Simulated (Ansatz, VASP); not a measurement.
Sn3As in VASP and in Ansatz

```xyz
4
Lattice="2.0610 1.1899 7.3844 -2.0610 1.1899 7.3844 0.0000 -2.3798 7.3844" Properties=species:S:1:pos:R:3 pbc="T T T"
Sn    0.0000    0.0000    5.7148
Sn    0.0000    0.0000   16.4385
Sn    0.0000    0.0000   11.0766
As    0.0000    0.0000    0.0000
```

Alike in both runs: functional PBE; k mesh 6 × 6 × 6; occupations gaussian, width 0.2 eV; no spin polarisation.

Ansatz relaxed the structure, and its values are those at the end. VASP's run is a single point on that final structure, the one shown.

|  | VASP | Ansatz |
| --- | --- | --- |
| version | VASP 6.6.1 | Ansatz 0.2.0 |
| potentials or method | VASP PAW PBE potentials, release 64 (Sn_d, As) | scalar-relativistic, plane waves, PAW |
| plane-wave cutoff (eV) | 520 | 420 |
| valence electrons in the cell | 47 | 57 |

|  | VASP | Ansatz | Ansatz less VASP |
| --- | --- | --- | --- |
| gap on the k mesh at the Fermi level (eV) | none | none | - |
| pressure (GPa) | -0.2 | -0.2 | +0.01 |

A gap of «none» marks a metal or a gap that the smearing closes. The functional is the same, so the differences come from potentials, cutoffs and numerics. The two sets of potentials don't hold the same shells in valence.
